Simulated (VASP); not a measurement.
AlN: single point with HSE06

**Measured values to compare with.**

“Self-assembly of well-separated AlN nanowires directly on sputtered metallic TiN films”, 2019, arxiv:1910.07391 quotes, for a bulk crystal of AlN at 10 K: band gap 6.034 eV (an exciton energy, a little under the gap).

Crystal: AlN.

```
Al N
1.0
     3.11000    0.00000    0.00000
    -1.55500    2.69334    0.00000
     0.00000    0.00000    4.98000
Al N
2 2
Cartesian
  1.5550 0.8978 0.0000
  0.0000 1.7956 2.4900
  1.5550 0.8978 1.9024
  0.0000 1.7956 4.3924
```

* Program: VASP 6.6.1
* Task: single point
* Functional: HSE06
* Potentials or basis: VASP PAW PBE potentials, release 64 (Al, N)
* Cutoff: 520 eV
* k mesh: 6 × 6 × 4
* Occupations: fermi-dirac, width 0.05 eV
* Spin: no spin polarisation

```yaml
Pressure: -1.3 GPa
Largest_force: 0.011 eV/Å
Band_gap_on_the_k_mesh: 5.58 eV, direct
```

Forces on the atoms (eV/Å):
```
Al   0.000  0.000  0.011
Al   0.000  0.000  0.011
N    0.000  0.000 -0.011
N    0.000  0.000 -0.011
```

Levels at points of the mesh, in eV from the valence-band top:
```csv
k point,band 6,band 7,band 8,band 9,band 10,band 11
"(0.00, 0.00, 0.00)",-0.24,-0.24,0.00,5.58,8.15,12.50
"(0.50, 0.00, 0.00)",-2.31,-1.90,-0.78,7.19,7.19,9.74
"(0.00, 0.00, 0.50)",-0.62,-0.62,-0.62,7.97,7.97,12.02
"(0.50, 0.00, 0.50)",-1.63,-1.49,-1.49,6.67,6.67,10.81
```

It took 18 min on 1 thread of Intel(R) Xeon(R) Platinum 8488C (Sapphire Rapids) (shared host), peak memory 0.27 GiB.

A measured gap of AlN is 6.034 eV (an exciton energy, a little under the gap; 10 K; quoted in “Self-assembly of well-separated AlN nanowires directly on sputtered metallic TiN films”, 2019, arxiv:1910.07391); the calculated 5.58 eV misses it by -0.45 eV. 2 values of this kind are on record (6.034 to 6.0343 eV); this one was drawn at random. The value is that of HSE06, without temperature or zero-point motion.

Caveat: the PAW data sets were made with another functional, which shifts forces and pressure a little.
